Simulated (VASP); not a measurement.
```
Tb
1.0
    1.80000    -3.11769     0.00000
    1.80000     3.11769     0.00000
    0.00000     0.00000     5.69000
Tb
2
Cartesian
  1.80000   1.03923   1.42250
  1.80000  -1.03923   4.26750
```

All values below come from r2SCAN meta-GGA, VASP's PBE PAW potentials (set 64) (plane waves; VASP). Settings: 520 eV cut-off, 11×11×6 Γ-centred mesh, first-order Methfessel-Paxton smearing of 0.10 eV, potentials Tb_3.

The 4f electrons are frozen in the core of the lanthanide potential, so 4f levels, which can set the real gap, and their magnetism are missing. Energy and stress use the plane-wave basis of the starting cell.

Question: The ions, cell shape and volume are relaxed. Which structure does the run end with?

Answer: 
```
Tb
1.0
    1.83388    -3.17637     0.00000
    1.83388     3.17637     0.00000
    0.00000     0.00000     5.59910
Tb
2
Cartesian
  1.83388   1.05879   1.39977
  1.83388  -1.05879   4.19932
```
Space group P6_3/mmc (194), at a tolerance of 0.03 Å.

Question: How do energy and volume change from the first to the last step?

Answer: The energy (σ→0) changes by -7.3 meV/atom and the volume by +2.1 %, in 7 ionic steps.

The compound is Tb in the hcp structure. This run relaxes it. Symmetry was kept, so distortions that lower it aren't found.
